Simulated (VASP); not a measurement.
VASP ran on this input.

**INCAR**
```
# general
SYSTEM = BN
PREC   = Accurate
ENCUT  = 520
LREAL  = .FALSE.
LASPH  = .TRUE.

# electronic loop
EDIFF  = 1E-6
NELM   = 100
ALGO   = Normal

# smearing
ISMEAR = 0
SIGMA  = 0.05

# functional
GGA    = PE

# ions
ISIF   = 2

# output
LWAVE  = .FALSE.
LCHARG = .FALSE.
```

File KPOINTS:
```
Regular mesh
0
G
9 9 5
0 0 0
```

**POSCAR**
```
BN
1
    1.2980740000    -2.2505140000     0.0000000000
    1.2980740000     2.2505140000     0.0000000000
    0.0000000000     0.0000000000     4.2237200000
B N
2 2
Direct
  0.6666670000   0.3333330000   0.5000000000
  0.3333330000   0.6666670000   0.0000000000
  0.6666670000   0.3333330000   0.8750000000
  0.3507640000   0.6840980000   0.3750000000
```

POTCAR, in this order: B N (PBE.64 set). Program: vasp_std.

Write an equivalent input for Ansatz.

One equivalent input (not run):
Ansatz 0.2 input:
```yaml
crystal:
  lattice:
    - [1.2980740, -2.2505140, 0.0000000]
    - [1.2980740, 2.2505140, 0.0000000]
    - [0.0000000, 0.0000000, 4.2237200]
  atoms:
    - { symbol: B, position: [0.6666670, 0.3333330, 0.5000000] }
    - { symbol: B, position: [0.3333330, 0.6666670, 0.0000000] }
    - { symbol: N, position: [0.6666670, 0.3333330, 0.8750000] }
    - { symbol: N, position: [0.3507640, 0.6840980, 0.3750000] }
kpoints:
  mp_grid: { grid: [9, 9, 5] }
hamiltonian:
  xc: pbe
  pseudopotentials: { kind: paw }
scf:
  occupations: { method: gaussian, width: 0.05 }
  max_iter: 100
output: { forces: true, stress: true, eigenvalues: true }
```
What does not carry over: each code has its own PAW files, so the cut-off isn't converted (ENCUT is set for VASP's; basis.ecutwfc is left out, and Ansatz then takes the one that its files recommend); Ansatz stops its SCF on the density residual and VASP on the energy change (EDIFF).

The compound is BN in the wurtzite structure, a metastable high-pressure form. The cell was not relaxed at this level, atoms are displaced from their ideal sites.
